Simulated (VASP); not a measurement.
A run of VASP 6.6.1:

The input INCAR:

```
PREC     = Accurate       # precision mode
ENCUT    = 520            # plane-wave cutoff, eV
EDIFF    = 1E-6           # SCF threshold, eV
ISMEAR   = 0              # smearing method
SIGMA    = 0.1            # smearing width, eV
LREAL    = F              # projectors in reciprocal space
LASPH    = T              # aspherical terms in the spheres
NELM     = 150            # most SCF steps
ALGO     = Normal         # electronic algorithm
ISIF     = 2              # what is computed and relaxed
LWAVE    = F              # write WAVECAR
LCHARG   = F              # write CHGCAR
METAGGA  = R2SCAN         # meta-GGA
LMIXTAU  = T            
KPAR     = 8
```

KPOINTS

```
Automatic mesh
0
Gamma
  8 8 8
```

File POSCAR:

```
Sn2Ge
1.0
   -2.2489700000      2.2489700000      9.5655800000
    2.2489700000     -2.2489700000      9.5655800000
    2.2489700000      2.2489700000     -9.5655800000
Sn Ge
4 2
Direct
    0.0794960000      0.5794960000      0.5000000000
    0.4205040000      0.9205040000      0.5000000000
    0.3294960000      0.3294960000      0.0000000000
    0.6705040000      0.6705040000      0.0000000000
    0.0000000000      0.0000000000      0.0000000000
    0.7500000000      0.2500000000      0.5000000000
```

Potentials or basis: VASP PAW PBE potentials, release 64 (Sn_d, Ge_d).

Launch:

```console
$ cat potpaw_PBE.64/Sn_d/POTCAR potpaw_PBE.64/Ge_d/POTCAR > POTCAR
$ mpirun -np 8 vasp_std > vasp.out
```

Hardware: 8 MPI ranks on Intel(R) Xeon(R) Platinum 8488C (Sapphire Rapids), on a shared host.

How long does it take, and how much memory?

Run time: 57 min on 8 MPI ranks on Intel(R) Xeon(R) Platinum 8488C (Sapphire Rapids), on a shared host, peak memory 1.4 GiB a rank. Counts: scf iterations 23, k points 59.
